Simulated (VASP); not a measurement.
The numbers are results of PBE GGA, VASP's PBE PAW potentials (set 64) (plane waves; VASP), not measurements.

Gaps are without spin-orbit coupling.

```yaml
volume_per_atom: 14.16 Å³/atom
band gap (over mesh and band path): 3.64 eV
smallest direct gap (over mesh and band path): 4.02 eV
```

Task: Which relaxed crystal gives these values?
A. MoSe2, P6_3/mmc (194)
B. NaF, Fm-3m (225)
C. RbCl, Fm-3m (225)
D. CaO, Fm-3m (225)

Result: D, CaO, Fm-3m (225)
